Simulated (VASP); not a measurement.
Consider the following.

```
CELL_PARAMETERS angstrom
      3.64639     0.00000     0.00000
     -1.82319     3.15786     0.00000
      0.00000     0.00000    11.73228
ATOMIC_POSITIONS crystal
  Gd 0.00000 0.00000 0.00000
  Gd 0.00000 0.00000 0.50000
  Gd 0.33333 0.66667 0.25000
  Gd 0.66667 0.33333 0.75000
```
Starting moments (μB, in the order of the record's atoms Gd Gd Gd Gd): 7.0 7.0 7.0 7.0.

Computed with PBE GGA, VASP's PBE PAW potentials (set 64) (plane waves; VASP). Settings: 300 eV cut-off, 8×8×3 Γ-centred mesh, Fermi-Dirac smearing of 0.10 eV, potentials Gd.

What does the run give for the cell moment, energy per atom (σ→0), band gap (on the k-mesh) with the smallest direct gap where there is one?

| Item | Value |
|---|---|
| band gap (on the k-mesh) | none (metal, semimetal or under 0.01 eV) |
| cell moment | 29.72 μB |
| energy per atom (σ→0) | -11594 meV/atom |

Give the moment on each site (PAW-sphere projection).

```tsv
site	moment (μB)
Gd1	6.91
Gd2	6.91
Gd3	6.91
Gd4	6.91
```

The structure was generated: Gd was put into an ordered model structure, which need not be its known phase. The cell was not relaxed at this level.
